A crystal of tin telluride, SnTe, is held at a fixed size while its electrons are described with a finer and finer set of waves. At each step the calculation reports the pressure that the cell exerts. One step in the series, the run at 300 eV, is left open. What pressure does it give, and how closely can that be said from the runs around it?

VASP 6.6.1, PBE without dispersion correction, spin polarisation or spin–orbit coupling, for SnTe (Fm-3m, 2-atom cell) at fixed geometry. All runs use the recommended PAW potentials (Sn_d, Te), a 6 × 6 × 6 k mesh and Gaussian smearing of 0.02 eV. Pressure is positive in compression.

| wave cutoff | pressure (GPa) |
| --- | --- |
| 200 eV | -5.720 |
| 250 eV | 2.130 |
| 300 eV | ? |
| 350 eV | 2.010 |
| 400 eV | 2.180 |
| 450 eV | 2.220 |
| 520 eV | 2.190 |
| 600 eV | 2.210 |
| 700 eV | 2.220 |

The wave cutoff is the kinetic energy of the shortest wave admitted to the basis, so a higher cutoff means finer detail. The pressure is positive when the cell is compressed and would expand if it were released. Atoms, cell and all other settings stay the same from row to row. Any change down the pressure column is therefore a numerical error of the calculation and not a response of the material.

**200 eV: a basis that pulls the cell inwards**

The first row has the wrong sign. It gives −5.72 GPa where the run at 700 eV gives 2.22 GPa, a difference of almost 8 GPa. An engineer who let the cell relax under this pressure would see it shrink, although the same level of theory with a finer basis tells it to grow.

The reason lies in how a pressure is obtained. It measures how the energy changes when the cell is stretched a little, and during that small stretch the program keeps the same set of waves. The waves are stretched along with the cell, so each becomes longer and the basis becomes coarser. A coarser basis describes the electrons less well and gives a higher energy. The cell thus seems to resist stretching more than it really does, and this shows up as a false inward pull, known as Pulay stress.

The strength of the pull depends on how much the electrons would gain from waves just beyond the cutoff. In SnTe the most demanding electrons treated here are the 4d electrons of tin, which sit in compact orbitals close to the nucleus and need short waves. For the tin potential used, the recommended minimum cutoff is roughly 240 eV, a value recalled and not read from these runs. The run at 200 eV lies below it, in the region where the energy still falls steeply as waves are added.

The size of the effect follows in three steps. The number of waves grows as V·E_cut^(3/2), where V is the cell volume and E_cut the cutoff. If that number is held fixed, E_cut must fall as V^(−2/3) when the cell grows. The false pressure is then (2/3)·(E_cut/V)·(dE/dE_cut), where E is the energy of the cell, and it is negative as long as the energy falls with rising cutoff.

Put to the test at 200 eV, this formula gives the right sign but not the right size. The same runs give an energy 96.4 meV per cell above the 700 eV value at 200 eV, and only 1.3 meV above it at 250 eV. With the mean slope between these two runs, the formula yields about −0.65 GPa, some twelve times too little.

Two things can make this estimate too small. The slope at 200 eV itself is likely steeper than the mean over the next 50 eV, but if the energy error fell by a constant factor between the two runs, it would be only about four times the mean, so steepness alone is unlikely to close the gap. The reported energy also contains a correction for the cutoff error of the free atoms, which hides part of the slope that the pressure still feels. Pulay stress is thus the standard explanation of the first row, but these energies don't prove that it accounts for the whole error.

**250 eV: nearly there, or so it seems**

One step further the pressure is 2.13 GPa, only 0.09 GPa below the value at 700 eV. The error has shrunk about ninetyfold within 50 eV. The natural reading is that the recommended minimum has been passed, the compact orbitals are now well described, and the rest is a formality.

That reading can be turned into a forecast. If the error keeps shrinking by the same factor every 50 eV, it is about a thousandth of a GPa at 300 eV. The open row would then show 2.22 GPa, practically the final value, and so would every row after it.

**350 eV: the row that spoils the simple story**

The run at 350 eV gives 2.01 GPa. This is 0.21 GPa below the value at 700 eV, so the error is more than twice as large as at 250 eV, although the basis is finer. The steady decay fails here, at a row that is already known, and it can't be trusted blindly at 300 eV either.

Theory does allow such a return. The false pressure depends on the slope of the energy at the cutoff and not on the total error that is left. If the orbitals happen to contain little of the waves just beyond 250 eV, the slope there is small and the pressure looks good. If they contain more of the waves at somewhat higher energy, the slope grows again and the pressure sags once more. Smoothed atomic orbitals of the kind used here can have such a hump in their makeup, because their wave content can die out in ripples.

The energy levels of the runs point to the orbitals concerned. Between 250 and 600 eV the 4d levels of tin sink by about 0.04 eV, while both edges of the band gap stay put to within 0.001 eV. This suggests that the compact orbitals are not yet fully described at 250 eV, however good the pressure looks there. It doesn't show at which cutoff between the two runs the levels sink.

There is a second candidate. The grids on which densities and potentials are stored grow in steps with the cutoff, and each step can shift the pressure a little. The levels favour the orbitals, though: the 4d levels alone sink, while the other occupied levels move by about 0.002 eV or less, which is what a basis too short for the compact orbitals would be expected to give. This is a pointer and not a proof. The reported energy rises by about 0.5 meV per cell from 250 to 350 eV, whereas a plain variational energy could only fall as waves are added. Something besides the growing basis, be it the grids or the correction for the free atoms, therefore leaves its mark on these runs. Runs with the grids held fixed would separate the two candidates, and there are none here.

**400 to 700 eV: the pressure settles**

At 400 eV the pressure is back at 2.18 GPa, and from 450 eV on the rows differ by no more than 0.03 GPa. Their small ups and downs deserve no explanation. The pressure has settled with respect to the cutoff, which is all that this series tests; how far it depends on the k mesh remains open. The remaining 2.2 GPa means that, with this k mesh, the chosen cell is smaller than the functional would like.

**Back to the gap at 300 eV**

Since no simple law carries the error from 250 to 350 eV, the neighbours themselves are the best guide. A straight line between them gives (2.13 + 2.01)/2 = 2.07 GPa at 300 eV. The line has no deeper physics in it. It assumes only that the pressure doesn't jump about between two runs that are 100 eV apart.

How far such a line can err is seen by using it where the answer is known. Between 250 and 400 eV it puts the row at 350 eV at 2.13 + (2/3)·0.05 = 2.16 GPa, which is 0.15 GPa too high. Tried in the same way on the rows from 400 to 600 eV, the line misses by less, at most 0.07 GPa. The row at 250 eV is left out of this test, because its lower neighbour at 200 eV lies below the recommended cutoff; there the line would miss by several GPa. Among the rows tested, the largest miss occurs at the lowest cutoff, and 300 eV lies lower still, nearer to the steep region. For that reason I widen the largest miss by half, which is a judgement and not a statistical result.

The forecast is 2.07 ± 0.23 GPa, a range from 1.84 to 2.30 GPa. That the pressure is positive is a firm forecast. That it lies below the value at 700 eV is likely but not certain, because the range reaches above 2.22 GPa.

Two other answers fall within this range. The steady decay gives 2.22 GPa, as shown above. A single constant, taken as the mean of the seven known rows from 250 eV up, gives 2.17 GPa; the 200 eV row is left out of it because it lies below the recommended cutoff. The forecast leans away from both without excluding either.

The withheld rows as computed:

| wave cutoff | pressure (GPa) |
| --- | --- |
| 300 eV | 2.010 |

**What the open row adds**

The computed pressure is 2.01 GPa. The forecast is 0.06 GPa too high, about a quarter of its error bar, and both statements about sign and order hold. The steady decay is too high by 0.21 GPa and the single constant by 0.16 GPa. A single hit doesn't show that the error bar had the right width; here it was generous.

The small miss has a plain origin. The straight line spreads the drop from 2.13 to 2.01 GPa evenly over 100 eV, while in the calculation the whole drop is already complete at 300 eV. The pressure then stays level to 350 eV and recovers by 400 eV. A line between two points has no means of showing such a bend.

The new row also changes how the one at 350 eV should be read. Taken alone, that row could have been a stray run, set off by an unlucky grid. Now two neighbouring runs share the same shortfall, so the sag is a shallow trough that spans at least 50 eV. This is a shape that a hump in the wave content of the orbitals could produce. Such a ripple, with a dip followed by a low hump, is expected for a smoothed 4d orbital, and it remains the likelier cause. The agreement of the two runs doesn't by itself rule out the grids, because grids change in steps and these two cutoffs are expected to share the same one.

The trough carries a warning for anyone who sets up such calculations. A quick test of convergence raises the cutoff by one step and stops when the result no longer changes. Here the runs at 300 and 350 eV agree to the second decimal, and the test would be passed with both pressures about 0.2 GPa short of the settled value. The run at 250 eV, with the coarser basis, comes closer, probably because the slope of the energy happens to be small there, and not because its basis is complete: its 4d levels still lie about 0.04 eV above those at 600 eV.

How much this matters depends on the purpose. If SnTe resists compression with a bulk modulus of very roughly 40 GPa, a figure recalled and not computed here, an error of 0.21 GPa changes the volume by about 0.5 % and the cell edge by less than 0.2 %. That is harmless for a first look and too much for a careful lattice constant. The energy gives no alarm, since at 350 eV it lies within 2 meV per cell of its value at 700 eV. A pressure has to be followed in its own right, over several steps of the cutoff, until it stays level over a wide stretch, as it does here from 450 eV on.
